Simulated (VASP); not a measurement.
Energy against volume of InSb (zinc blende). All values below come from PBE GGA, VASP's PBE PAW potentials (set 64) (plane waves; VASP). Run with 520 eV cut-off, 10×10×10 Γ-centred mesh, first-order Methfessel-Paxton smearing of 0.10 eV, potentials In_d Sb.

```tsv
V (Å³/atom)	E (eV/atom)
35.390	-3.47187
36.484	-3.47610
37.579	-3.47274
38.673	-3.46304
```

Problem. Fit these four points and predict the energy of the run at 34.295 Å³/atom.

Solution. A cubic in V^(−2/3), the third-order Birch-Murnaghan form, passes through the four points with V0 = 36.51 Å³/atom and B0 = 37 GPa, and gives -3.4586 eV/atom there. The run gave -3.4586 eV/atom, -0.0 meV/atom from the fit; all five points give B0 = 37 GPa.

The compound is InSb in the zinc blende structure. It was relaxed first, which changed the volume by +7 %.
